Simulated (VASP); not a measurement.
Method: PBEsol GGA, VASP's PBE PAW potentials (set 64) (plane waves; VASP).

A VASP calculation is set up with these files.

**INCAR**
```
# general
SYSTEM  = Cd4S2Se2
PREC    = Accurate
ENCUT   = 400   # plane-wave cut-off (eV)
LREAL   = F
LASPH   = T   # aspherical one-centre terms

# electronic loop
EDIFF   = 1E-6   # SCF stop (eV)
NELM    = 100   # most electronic steps
ALGO    = Normal   # blocked Davidson
LMAXMIX = 4

# smearing
ISMEAR  = 0   # Gaussian
SIGMA   = 0.05   # width (eV)

# functional
GGA     = PS   # PBEsol

# ions
IBRION  = 2
NSW     = 60   # most ionic steps
ISIF    = 3   # ions, shape and volume
EDIFFG  = -0.02   # ionic stop

# output
LWAVE   = F
LCHARG  = F
```

### POSCAR
```
Cd4S2Se2
1.0
  0.0000000000   2.9775647255   2.9775647255
  2.9775647255   0.0000000000   2.9775647255
 11.9041527502  11.9041527502   0.0061061519
Cd Se S
4 2 2
Direct
  0.0130633414   0.0130633414   0.9902024940
  0.0004505132   0.0004505132   0.2496621151
  0.9870538152   0.9870538152   0.5097096386
  0.9998072143   0.9998072143   0.7501445892
  0.2545271766   0.2545271766   0.0591046175
  0.2420327367   0.2420327367   0.3184754475
  0.2452605238   0.2452605238   0.5660546071
  0.2578046787   0.2578046787   0.8066464910
```

KPOINTS:
```
Automatic mesh
0
Gamma
6 6 2
0 0 0
```

POTCAR, in this order: Cd Se S (PBE.64 set). Program: vasp_std.

The resulting files:

File OSZICAR:
```
       N       E                     dE             d eps       ncg     rms          rms(c)
DAV:   1     0.445997415627E+03    0.44600E+03   -0.30379E+04  1892   0.124E+03
DAV:   2     0.329147363040E+00   -0.44567E+03   -0.43775E+03  2140   0.337E+02
DAV:   3    -0.273163883357E+02   -0.27646E+02   -0.27523E+02  2204   0.830E+01
DAV:   4    -0.276763007232E+02   -0.35991E+00   -0.35932E+00  2184   0.891E+00
DAV:   5    -0.276817339817E+02   -0.54333E-02   -0.54318E-02  2171   0.107E+00    0.144E+01
DAV:   6    -0.259743820959E+02    0.17074E+01   -0.41774E+00  2329   0.163E+01    0.112E+01
DAV:   7    -0.259400265688E+02    0.34356E-01   -0.17680E+00  2025   0.561E+00    0.365E+00
DAV:   8    -0.259065470424E+02    0.33480E-01   -0.31442E-01  2187   0.424E+00    0.871E-01
DAV:   9    -0.259062345198E+02    0.31252E-03   -0.36238E-02  2054   0.172E+00    0.253E-01
DAV:  10    -0.259060586161E+02    0.17590E-03   -0.30958E-03  2126   0.470E-01    0.108E-01
DAV:  11    -0.259061627607E+02   -0.10414E-03   -0.29439E-04  2080   0.108E-01    0.474E-02
DAV:  12    -0.259062165669E+02   -0.53806E-04   -0.71135E-05  2074   0.491E-02    0.125E-02
DAV:  13    -0.259062216624E+02   -0.50955E-05   -0.91110E-06  1980   0.159E-02    0.743E-03
DAV:  14    -0.259062230566E+02   -0.13941E-05   -0.33459E-06  1545   0.840E-03    0.569E-03
DAV:  15    -0.259062231612E+02   -0.10464E-06   -0.40920E-07  1120   0.446E-03
   1 F= -.25906223E+02 E0= -.25906223E+02  d E =-.259062E+02
       N       E                     dE             d eps       ncg     rms          rms(c)
DAV:   1    -0.259073834882E+02   -0.11604E-02   -0.99044E-02  1922   0.168E+00    0.221E-01
DAV:   2    -0.259066395586E+02    0.74393E-03   -0.26198E-03  2101   0.411E-01    0.885E-02
DAV:   3    -0.259064802498E+02    0.15931E-03   -0.28808E-04  2178   0.102E-01    0.634E-02
DAV:   4    -0.259064380245E+02    0.42225E-04   -0.66933E-05  2114   0.520E-02    0.144E-02
DAV:   5    -0.259064354179E+02    0.26066E-05   -0.15888E-05  2248   0.313E-02    0.883E-03
DAV:   6    -0.259064358745E+02   -0.45663E-06   -0.15861E-06  1127   0.826E-03
   2 F= -.25906436E+02 E0= -.25906436E+02  d E =-.212713E-03
       N       E                     dE             d eps       ncg     rms          rms(c)
DAV:   1    -0.259064825868E+02   -0.47169E-04   -0.39902E-03  1916   0.337E-01    0.435E-02
DAV:   2    -0.259064527221E+02    0.29865E-04   -0.10351E-04  2125   0.811E-02    0.177E-02
DAV:   3    -0.259064465476E+02    0.61745E-05   -0.11232E-05  2178   0.200E-02    0.128E-02
DAV:   4    -0.259064455278E+02    0.10199E-05   -0.26908E-06  1508   0.105E-02    0.278E-03
DAV:   5    -0.259064455809E+02   -0.53163E-07   -0.71957E-07  1048   0.655E-03
   3 F= -.25906446E+02 E0= -.25906446E+02  d E =-.222420E-03
       N       E                     dE             d eps       ncg     rms          rms(c)
DAV:   1    -0.259066087406E+02   -0.16321E-03   -0.59538E-02  1892   0.116E+00    0.685E-02
DAV:   2    -0.259065663645E+02    0.42376E-04   -0.54854E-04  2202   0.155E-01    0.274E-02
DAV:   3    -0.259065548854E+02    0.11479E-04   -0.26617E-05  2221   0.323E-02    0.212E-02
DAV:   4    -0.259065499176E+02    0.49678E-05   -0.46529E-06  2088   0.157E-02    0.653E-03
DAV:   5    -0.259065490137E+02    0.90392E-06   -0.18381E-06  1317   0.932E-03
   4 F= -.25906549E+02 E0= -.25906549E+02  d E =-.103433E-03
       N       E                     dE             d eps       ncg     rms          rms(c)
DAV:   1    -0.259069175596E+02   -0.36764E-03   -0.27957E-01  1892   0.251E+00    0.149E-01
DAV:   2    -0.259067157264E+02    0.20183E-03   -0.25727E-03  2210   0.337E-01    0.593E-02
DAV:   3    -0.259066627711E+02    0.52955E-04   -0.12458E-04  2210   0.697E-02    0.457E-02
DAV:   4    -0.259066427444E+02    0.20027E-04   -0.22375E-05  2240   0.339E-02    0.140E-02
DAV:   5    -0.259066400574E+02    0.26870E-05   -0.88710E-06  2248   0.201E-02    0.653E-03
DAV:   6    -0.259066397988E+02    0.25861E-06   -0.16467E-06  1228   0.742E-03
   5 F= -.25906640E+02 E0= -.25906640E+02  d E =-.194218E-03
```

File OUTCAR:
```
------------------------ aborting loop because EDIFF is reached ----------------------------------------
  FORCE on cell =-STRESS in cart. coord.  units (eV):
  Direction    XX          YY          ZZ          XY          YZ          ZX
  --------------------------------------------------------------------------------------
  Total       -0.0574123     -0.0574123     -0.0574123     -0.0048138      0.0048138      0.0048138
  in kB       -0.4358807     -0.4358807     -0.4358807     -0.0365473      0.0365473      0.0365473
  external PRESSURE =      -0.4358807 kB  Pullay stress =       0.0000000 kB
  volume of cell :      211.03
      direct lattice vectors                 reciprocal lattice vectors
     0.000000000  2.975482483  2.975482483    -0.167964448  0.168115500  0.167964448
     2.975482483  0.000000000  2.975482483     0.168115500 -0.167964448  0.167964448
    11.912643084 11.912643084 -0.010713151     0.041953349  0.041953349 -0.041953349
 POSITION                                       TOTAL-FORCE (eV/Angst)
 -----------------------------------------------------------------------------------
     11.83000     11.83000      0.07193         0.002493      0.002493     -0.002493
      2.97548      2.97548      0.00000        -0.002081     -0.002081      0.002081
      9.01230      9.01230      5.86511        -0.002289     -0.002289      0.002289
     11.91112     11.91112      5.94177        -0.001742     -0.001742      0.001742
      1.46088      1.46088      1.51460        -0.004267     -0.004267      0.004267
      4.51576      4.51576      1.43521         0.010436      0.010436     -0.010436
      7.47445      7.47445      1.45200         0.006730      0.006730     -0.006730
     10.37519     10.37519      1.52674        -0.009280     -0.009280      0.009280
 -----------------------------------------------------------------------------------
    total drift:                                0.000179      0.000179     -0.000186
  FREE ENERGIE OF THE ION-ELECTRON SYSTEM (eV)
  ---------------------------------------------------
  free  energy   TOTEN  =       -25.9066397988 eV

  energy  without entropy=      -25.9066397988  energy(sigma->0) =      -25.90663980

 reached required accuracy - stopping structural energy minimisation
```
(Selected blocks of OUTCAR.)

File CONTCAR:
```
Cd4S2Se2
   1.00000000000000
     0.0000000000000178    2.9754824831438489    2.9754824831438134
     2.9754824831438489    0.0000000000000178    2.9754824831438134
    11.9126430841474864   11.9126430841474864   -0.0107131514720922
  Cd              Se              S
     4     2     2
Direct
     0.0138685863257546    0.0138685863257546    0.9895985603056850
     0.0004497690795132    0.0004497690795132    0.2496626731903669
     0.9864918410582051    0.9864918410582051    0.5101311192063462
     0.9998059760027367    0.9998059760027367    0.7501455179229444
     0.2546197496851883    0.2546197496851883    0.0590351876861061
     0.2417460104142587    0.2417460104142587    0.3186904922143028
     0.2450135661962695    0.2450135661962695    0.5662398253027969
     0.2580045011380650    0.2580045011380650    0.8064966241714517
```

The structure was generated: Cd4S2Se2 was put into an ordered model structure (R3m), which need not be its known phase. This run relaxes it. Symmetry was kept, so distortions that lower it aren't found. The start is the result of an earlier pass.
